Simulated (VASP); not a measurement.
The system is Rh.

```
Rh
1.0
     0.00000    1.89785    1.89785
     1.89785    0.00000    1.89785
     1.89785    1.89785    0.00000
Rh
1
Direct
  0.00000 0.00000 0.00000
```

- Program: VASP 6.6.1
- Task: relaxation of cell and atoms
- Functional: PBE
- Potentials or basis: VASP PAW PBE potentials, release 64 (Rh)
- Cutoff: 300 eV
- k mesh: 8 × 8 × 8
- Occupations: methfessel-paxton, width 0.1 eV
- Spin: no spin polarisation

At the start: pressure 6.0 GPa; volume 13.67 Å³/atom.

Q: How do energy, volume and symmetry change on relaxing?

A: Over 3 steps the energy falls by 5.6 meV/atom and the volume is 13.98 Å³/atom (+2.3 %); space group Fm-3m (No. 225, to 0.05 Å).

Step by step:
| step | energy change (eV) | largest force (eV/Å) | pressure (GPa) | volume (Å³) |
| --- | --- | --- | --- | --- |
| 1 | 0.0000 | 0.0000 | 6.01 | 13.67 |
| 2 | 0.0220 | 0.0000 | -11.39 | 14.71 |
| 3 | -0.0056 | 0.0000 | -0.08 | 13.98 |

Final structure:
```
CELL_PARAMETERS angstrom
0.00000 1.91217 1.91217
1.91217 0.00000 1.91217
1.91217 1.91217 0.00000
ATOMIC_POSITIONS crystal
Rh 0.00000 0.00000 0.00000
```
